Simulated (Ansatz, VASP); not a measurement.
# Cross-check of Al36Ga11N48 (V_Ga) between VASP and Ansatz

Wanted: the spread between two codes on one cell, functional and k mesh. The cell is taken from a series of runs on this material, whose earlier steps may have relaxed, scaled, displaced or heated it; both programs get it as it stands.

Method: plane waves, with VASP 6.6.1 beside it; PBEsol, in Ansatz 0.2.0.

## 1. The structure

The cell holds 95 atoms: 36 Al, 11 Ga and 48 N. Its edges and angles: a = 10.087 Å, b = 9.390 Å, c = 10.836 Å, α = 90.0°, β = 90.0°, γ = 90.0°. It derives from Al3GaN4 (Al3GaN4 (Pm)). Nearest the centre at fractional (0.750, 0.667, 0.333): N82 at 2.08 Å, N90 at 2.08 Å, N88 at 2.11 Å, N91 at 2.12 Å, Al33 at 3.09 Å, Al32 at 3.09 Å, Al26 at 3.09 Å, N64 at 3.11 Å.

## 2. Ansatz: single point, PBEsol

Ansatz runs on its default PAW (the set named soft_2) files.

A single point takes one fixed geometry, so differences don't come from the geometry; what else differs is listed under the comparison.

Contents of input.yaml:

```yaml
crystal:
  checkpoint: "../q0_M3.relax.run"
  host: checkpoint
basis:
  ecutwfc: 420
  xc_grid: 2
hamiltonian:
  xc: pbesol
kpoints:
  mp_grid: { grid: [2, 2, 2], shift: [0.5, 0.5, 0.5] }
magnetization:
  spin_polarized: true
  initial_magnetization: 3
  spin_locking: { lock_magnetization: hard }
scf:
  occupations: { method: fermi_dirac, width: 0.01 }
  max_iter: 100
output:
  forces: true
  eigenvalues: true
  charged_corrections:
    epsilon: [4.99, 4.79, 4.8]
    static_epsilon: [9.98, 8.63, 8.67]
    defect_position: [0.74971, 0.666667, 0.333101]
  eigenstates: { localisation: true }
  populations: true
  efg: {}
checkpoint:
  read: "../q0_M3.relax.run"
  write: "../q0_M3.point.run"
  compress: false
  write_wavefunctions: false
  write_every: 100000
```

On the command line:

```sh
$ ansatz run input.yaml --threads 4 --pin off --max-ram 14131MiB --backend cpu --events-out ev --progress --plain --runs-dir out
```

Numbers of over 12 decimals in the logs are rounded to 6 here.

The log of the run:

```text
crystal.checkpoint: the structure is that of <dir>, a `relax` run, at its step 5: its result, under pbesol at a charge of 0 e; 95 atoms read, 0 with a starting moment; crystal.structure_sha256 for this input is
Engine: ansatz 0.2.0, aarch64-unknown-linux-gnu
Pseudopotentials: kind: paw
Pseudopotential: Al, paw, valence charge 3, recommended cutoff 420 eV (normal), Al.paw.azcp
Pseudopotential: Ga, paw, valence charge 13, recommended cutoff 420 eV (normal), Ga.paw.azcp
Pseudopotential: N, paw, valence charge 5, recommended cutoff 420 eV (normal), N.paw.azcp
Functional definition: PBEsol
  exchange = pbesol_x
  correlation = pbesol_c
Crystal: 95 atoms, lattice volume = 1026.364 Å³
Basis set: ecut = 420 eV, 20007 PW (Γ), exchange–correlation on 144×128×150 points (8 copies of the dense FFT grid, shifted against one another)
Bands: 342, of which v1, the nominal top of the filled ones, is band 246 counted from 1 (245 counted from 0)
Symmetry: 1 space group operations
Space group: P1 (ITA 1), of the structure as read, at distance tolerance 1.0e-4 Å
Magnetic group: BNS 1.1 (UNI 1), of the structure as read, at distance tolerance 1.0e-4 Å
k-points: 4 of 8 (time reversal used)
Non-local potential: Al, projectors of the file, l = 0: 2, l = 1: 2, l = 2: 1
Non-local potential: Ga, projectors of the file, l = 0: 2, l = 1: 2, l = 2: 3, l = 3: 1
Non-local potential: N, projectors of the file, l = 0: 2, l = 1: 2, l = 2: 1
PAW form: soft (Blöchl's): semilocal exchange-correlation on the pseudo side does not see the compensation charge
PAW frozen core: Al, regenerated for the run's functional, and the local potential with it (the file was generated under x = pbe(κ = 0.804, μ = 0.219515), c = pbe(β = 0.066725))
PAW frozen core: Ga, regenerated for the run's functional, and the local potential with it (the file was generated under x = pbe(κ = 0.804, μ = 0.219515), c = pbe(β = 0.066725))
PAW frozen core: N, regenerated for the run's functional, and the local potential with it (the file was generated under x = pbe(κ = 0.804, μ = 0.219515), c = pbe(β = 0.066725))
PAW one-centre angular grid: Al, 110 points (default); XC on 64 Gauss nodes
PAW one-centre angular grid: Ga, 590 points (default); XC on 64 Gauss nodes
PAW one-centre angular grid: N, 110 points (default); XC on 64 Gauss nodes
Initial density: read from a saved state, or passed on in memory by an earlier SCF of this step, an earlier step, the calling program or the single point that the run made first
Stability of the state it starts from, as read at its close in the collinear treatment: not read negative (Ritz values of 1 − χ₀K, real part plus size of imaginary part, from 1.1 to 1.6, by its mixing steps under no symmetry); read among states of the locked total moment alone; its run was given moments
Starting moments: Σ|m| = 3 μB on 95 of 95 sites; this step starts from the density that it was given
Initial wavefunctions: pseudopotential atomic-orbital guess — the wavefunctions supplied were not used: k-point sampling differs
Functional: x = pbesol(κ = 0.804, μ = 0.123457), c = pbesol(β = 0.046)
iter 1 solved again at ethr=8.75e-7 eV; its pass at ethr=3.10e-3 eV (dr2=4.30e-3 eV) is discarded
SCF iter   1: F=—  HF=-78337.323221 eV  |F-HF|=—  |Δ(HF+E_count)|=         —  Δρ=4.69e-4 (↑5.14e-5 ↓4.69e-4)  dr2=4.08e-3  dr2_m=5.28e-4  M=3.000 μB ∫|m|=3.222 μB  β_m=0.30  ethr=8.75e-7  ⟨swp⟩=7.0  Hψ=20473  notcnv=0
preconditioner: auto → Resta (q_TF=auto, 2.413 Å⁻¹)  ε∞=4.2  [insulator: Δε(μ)=0.737 eV  Ē_g=14.415 eV  σ=0.010 eV  W_gap=1.00  n_scr=248 (ndim 8)  ℏωp=25.7 eV  f_vac=0.000  D(μ)=0.00/eV (n_scr^D=0)  ε∞_Penn≈4.2]
spin=Collinear: Resta preconditioning applied to the charge; magnetization (m = ρ↑ − ρ↓) channel mixes plain (no charge-response kernel on spin).
SCF iter   2: F=—  HF=-78337.322803 eV  |F-HF|=—  |Δ(HF+E_count)|=   4.18e-4  Δρ=2.22e-4 (↑9.54e-5 ↓2.22e-4)  dr2=5.20e-4  dr2_m=1.76e-4  M=3.000 μB ∫|m|=3.222 μB  β_m=0.38  ethr=8.31e-7  ⟨swp⟩=2.0  Hψ=2784  notcnv=0
SCF iter   3: F=—  HF=-78337.322792 eV  |F-HF|=—  |Δ(HF+E_count)|=   1.09e-5  Δρ=1.13e-4 (↑7.42e-5 ↓1.13e-4)  dr2=1.23e-4  dr2_m=5.63e-5  M=3.000 μB ∫|m|=3.222 μB  β_m=0.59  ethr=1.06e-7  ⟨swp⟩=2.5  Hψ=3721  notcnv=0
SCF iter   4: F=—  HF=-78337.322799 eV  |F-HF|=—  |Δ(HF+E_count)|=   6.59e-6  Δρ=2.17e-5 (↑1.45e-5 ↓2.17e-5)  dr2=1.23e-5  dr2_m=7.31e-7  M=3.000 μB ∫|m|=3.222 μB  β_m=0.54  ethr=2.51e-8  ⟨swp⟩=2.0  Hψ=4664  notcnv=0
SCF iter   5: F=—  HF=-78337.322930 eV  |F-HF|=—  |Δ(HF+E_count)|=   1.32e-4  Δρ=8.07e-6 (↑7.49e-6 ↓8.07e-6)  dr2=1.19e-6  dr2_m=1.46e-7  M=3.000 μB ∫|m|=3.222 μB  β_m=0.77  ethr=2.51e-9  ⟨swp⟩=2.0  Hψ=3972  notcnv=0
[...]
k-point 3 ↓: bands = [... 242 lower, 7.2353, 7.3175, 8.0635, 8.1560, 8.3242, 11.7770, 12.3510, 12.4014, ... 92 higher]
--- Löwdin populations: 95 sites ---
  site symbol       q [e]    m [muB]
     0     Al      1.9133    -0.0001
     1     Al      1.9117    -0.0025
     2     Al      1.9202    -0.0003
     3     Ga     12.2806     0.0000
     4      N      5.9316     0.0160
     5      N      6.0036     0.0019
     6      N      5.8675     0.0039
     7      N      5.9370     0.0032
     8     Al      1.9139    -0.0003
     9     Al      1.9118    -0.0003
    10     Al      1.9202    -0.0013
    11     Ga     12.2801    -0.0001
    12      N      5.9336     0.0019
    13      N      6.0026     0.0008
    14      N      5.8676     0.0012
    15      N      5.9359     0.0019
    16     Al      1.9151    -0.0000
    17     Al      1.9149    -0.0102
    18     Al      1.9204    -0.0003
    19     Ga     12.2805     0.0000
    20      N      5.9316     0.0158
    21      N      6.0019     0.0143
    22      N      5.8574     0.0416
    23      N      5.9369     0.0031
[...]
87     Al      1.9156    -0.0125
    88     Al      1.9112    -0.0003
    89     Al      1.9189    -0.0002
    90     Ga     12.2772    -0.0020
    91      N      5.9352     0.0001
    92      N      6.0094    -0.0004
    93      N      5.8546     0.0470
    94      N      5.9407     0.0038
  spilling = 0.005639 (of n_electrons = 491.000000)
```

The column dr2 measures how far the density is from self-consistency, as an energy; F and HF (Harris–Foulkes) agree once it is small.

## 3. VASP: single point, PBEsol

The same cell, functional, mesh and smearing now go to VASP, with its own data sets.

Lines of VASP's logs that name or quote its potential files are left out, and so is its time.

Contents of INCAR:

```
SYSTEM = Al36Ga11N48
PREC = Accurate
ENCUT = 520
EDIFF = 1E-06
NELM = 200
ISMEAR = -1
SIGMA = 0.01
LREAL = Auto
ALGO = Normal
GGA = PS
NBANDS = 312
ISPIN = 2
MAGMOM = 0 -0 0 -0 0 -0 0 0 0 0 -0 -0 0 0 -0 0 -0 0 0 -0 0 0 0 -0 -0 -0 0 -0 0 -0 -0 -0 -0 -0 0 0 0 0 0 0 0 0 0 0 0 0 0 0.01 0 0 0 0 0 0 0 0.01 0.01 0.03 0 0 0.01 0 0 0.02 0.01 0.03 0.03 0 0.01 0 0 -0 0 0.08 0 0 0 0.01 0.04 -0 -0 0.43 0 0 -0 0.03 0.04 0.41 -0 0.44 0.43 0 -0 0.04 0
LORBIT = 11
LWAVE = .FALSE.
LCHARG = .FALSE.
ISIF = 2
ISYM = 0
NUPDOWN = 3
LASPH = .TRUE.
GGA_COMPAT = .FALSE.
KPAR = 4
```

Contents of POSCAR:

```
Al36Ga11N48
1.0
   10.0869203595      0.0000000000      0.0002527838
    0.0000000000      9.3901567821      0.0000000000
   -0.0064481587      0.0000000000     10.8360190400
Al Ga N
36 11 48
Direct
    0.2501893779      0.1664752961      0.0832225329
    0.0008076903      0.1664888313      0.4165813007
    0.0014769725      0.9997491586      0.1653778824
[... 4 atom lines left out ...]
    0.0019921537      0.5009862905      0.4161941685
    0.0014423232      0.3331649447      0.1653542926
[... 4 atom lines left out ...]
    0.0024812675      0.8318050242      0.4161731269
    0.0025169251      0.6664569644      0.1663090229
[... 2 atom lines left out ...]
    0.0011016454      0.6663616975      0.6657006723
[... 2 atom lines left out ...]
    0.5003710645      0.0001376238      0.1654676878
[... 3 atom lines left out ...]
    0.7491696586      0.4978122289      0.0840771528
    0.5031605086      0.4983771285      0.4180597749
    0.5003928209      0.3329157297      0.1655002212
    0.7487611881      0.5014608478      0.5848882412
[... 2 atom lines left out ...]
    0.7490379116      0.8353537457      0.0842409642
    0.5032024743      0.8346291580      0.4180525371
    0.5033644773      0.6665075168      0.1641820020
    0.7486236432      0.8311817302      0.5852095089
[... 1 atom line left out ...]
    0.5001574643      0.6664246137      0.6661728792
[... 6 atom lines left out ...]
    0.7487630136      0.9986749680      0.3304951728
[... 1 atom line left out ...]
    0.7488294564      0.3347818352      0.3306710599
[... 2 atom lines left out ...]
    0.0568896602      0.9997758662      0.3325033455
[... 7 atom lines left out ...]
    0.0568439636      0.3329716475      0.3324016145
    0.0628619691      0.4993053640      0.0832850441
    0.3137827720      0.4988728830      0.4202664121
[... 2 atom lines left out ...]
    0.0623056717      0.5001676334      0.5833037517
[... 2 atom lines left out ...]
    0.0580446015      0.6663926708      0.3325588660
    0.0629344668      0.8335837530      0.0833479942
    0.3137406416      0.8339531763      0.4201967429
    0.3129427655      0.6664596360      0.1619701625
[... 1 atom line left out ...]
    0.0623696839      0.8325910169      0.5832456973
[... 2 atom lines left out ...]
    0.5557656457      0.0005692363      0.3324488675
[... 2 atom lines left out ...]
    0.8124707467      0.0007445679      0.1622489742
[... 3 atom lines left out ...]
    0.8116876753      0.9995069382      0.6631328910
    0.5557251654      0.3323752518      0.3324954042
    0.5612099138      0.4988142320      0.0827661504
    0.8170962561      0.4870193099      0.4263397852
    0.8124232702      0.3323139455      0.1622364942
[... 1 atom line left out ...]
    0.5608604330      0.4996403327      0.5846487169
    0.8127730491      0.4990033465      0.9198358851
    0.8116146402      0.3329305810      0.6630246334
    0.5409024077      0.6665273785      0.3331385057
    0.5611791069      0.8342200740      0.0827467318
    0.8173576349      0.8463103945      0.4265322205
    0.8172826340      0.6666377813      0.1479651748
[... 1 atom line left out ...]
    0.5608586403      0.8332501185      0.5846498129
    0.8128820469      0.8336729990      0.9199898733
    0.8119937071      0.6663395948      0.6644171337
```

Contents of KPOINTS:

```
Points of the shifted mesh
8
Reciprocal
 0.2500000000  0.2500000000  0.2500000000 1
 0.2500000000  0.2500000000  0.7500000000 1
 0.2500000000  0.7500000000  0.2500000000 1
 0.2500000000  0.7500000000  0.7500000000 1
 0.7500000000  0.2500000000  0.2500000000 1
 0.7500000000  0.2500000000  0.7500000000 1
 0.7500000000  0.7500000000  0.2500000000 1
 0.7500000000  0.7500000000  0.7500000000 1
```

Potentials, in the order of the species: Al, Ga_d and N (PBE family, release 64).

On the command line:

```sh
$ mpirun -np 8 vasp_std
```

The log of the run:

```text
[banner, memory and clock lines left out]
running    8 mpi-ranks, on    1 nodes
[...]
|                                                                             |
|           W    W    AA    RRRRR   N    N  II  N    N   GGGG   !!!           |
|           W    W   A  A   R    R  NN   N  II  NN   N  G    G  !!!           |
|           W    W  A    A  R    R  N N  N  II  N N  N  G       !!!           |
|           W WW W  AAAAAA  RRRRR   N  N N  II  N  N N  G  GGG   !            |
|           WW  WW  A    A  R   R   N   NN  II  N   NN  G    G                |
|           W    W  A    A  R    R  N    N  II  N    N   GGGG   !!!           |
|                                                                             |
|     For optimal performance we recommend to set                             |
|       NCORE = 2 up to number-of-cores-per-socket                            |
|     NCORE specifies how many cores store one orbital (NPAR=cpu/NCORE).      |
|     This setting can greatly improve the performance of VASP for DFT.       |
[...]
|                                                                             |
|     You enforced a specific xc type in the INCAR file but a different       |
|     [... a line on the potential file left out ...]
|     I HOPE YOU KNOW WHAT YOU ARE DOING!                                     |
|                                                                             |

 LDA part: xc-table for (Slater+PW92), standard interpolation
 POSCAR, INCAR and KPOINTS ok, starting setup
[...]
entering main loop
       N       E                     dE             d eps       ncg     rms          rms(c)
DAV:   1     0.689428138850E+04    0.68943E+04   -0.17968E+05  9984   0.194E+03
DAV:   2     0.123666797398E+04   -0.56576E+04   -0.52993E+04 10360   0.569E+02
DAV:   3    -0.585979136326E+03   -0.18226E+04   -0.16908E+04 14048   0.243E+02
DAV:   4    -0.799060569898E+03   -0.21308E+03   -0.20979E+03 14336   0.893E+01
[...]
DAV:  17    -0.709764866564E+03   -0.23057E-05   -0.59862E-05 12872   0.327E-02    0.113E-02
DAV:  18    -0.709764867897E+03   -0.13339E-05   -0.20217E-05 14544   0.196E-02    0.584E-03
DAV:  19    -0.709764868285E+03   -0.38754E-06   -0.40948E-06  7728   0.147E-02
   1 F= -.70976487E+03 E0= -.70976487E+03  d E =-.183768E-11  mag=     3.0000
```

From OUTCAR (step 3):

```text
  FREE ENERGIE OF THE ION-ELECTRON SYSTEM (eV)
  ---------------------------------------------------
  free  energy   TOTEN  =      -709.7648682850 eV

  energy  without entropy=     -709.7648682850  energy(sigma->0) =     -709.76486829

 magnetization (x)
# of ion       s       p       d       tot
------------------------------------------
    1       -0.000   0.000   0.000   0.000
    2       -0.000  -0.000   0.000  -0.001
    3       -0.000  -0.000   0.000  -0.000
    4       -0.000  -0.000   0.000  -0.000
    5       -0.000  -0.000   0.000  -0.000
    6       -0.000  -0.000   0.000  -0.000
    7        0.000   0.001   0.000   0.001
    8       -0.002  -0.002   0.000  -0.003
    9       -0.000  -0.000   0.000  -0.000
   10        0.000   0.001   0.000   0.001
   11       -0.000  -0.000   0.000  -0.000
   12       -0.000  -0.000   0.000  -0.000
   13        0.000   0.001   0.000   0.001
[...]
--------------------------------------------------
tot          0.048   1.972   0.034   2.053
```

The run ends at a pressure of 0.28 GPa, with forces up to 0.056 eV/Å.

## 4. Side by side

Known differences besides the potentials themselves: VASP starts from the moments at which Ansatz ended; the cutoff is 420 eV in Ansatz and 520 eV in VASP (PREC = Accurate, projectors in real space); Ansatz makes its cores anew for this functional, VASP keeps those of its PBE data sets; site moments are counted in spheres of each program's own size. Total energies have different zeros and are not compared.

The two programs side by side:

```csv
quantity,Ansatz,VASP,difference
"total moment, fixed by the input (μB)",3.00,3.00,0.00
moment on N90 (μB),0.44,0.42,+0.02
moment on N82 (μB),0.43,0.42,+0.02
moment on N91 (μB),0.43,0.41,+0.02
moment on N88 (μB),0.41,0.40,+0.02
moment on N74 (μB),0.08,0.07,0.00
```

The largest component of a force difference here is 15 meV/Å.

## 5. What came out

| Item | Value |
| --- | --- |
| difference in moment on N90 (single point, PBEsol) | 0.017 μB |

**Reading.** The difference in moment on N90 is 0.017 μB (single point, PBEsol). How closely two codes agree says nothing of how well the functional describes the real material.

[Lines on the potential files, build, host, timing and source positions are cut from VASP's logs without a mark.]

[Logs are printed without paths, hosts, clocks, repeated set-up lines and the standing remarks that a program may print on its own settings, such as how far it seeks lower states.]

[Hosts, paths, dates, database ids (printed as entryN), source tags and the programs' standing remarks are cut or masked in the printed files.]
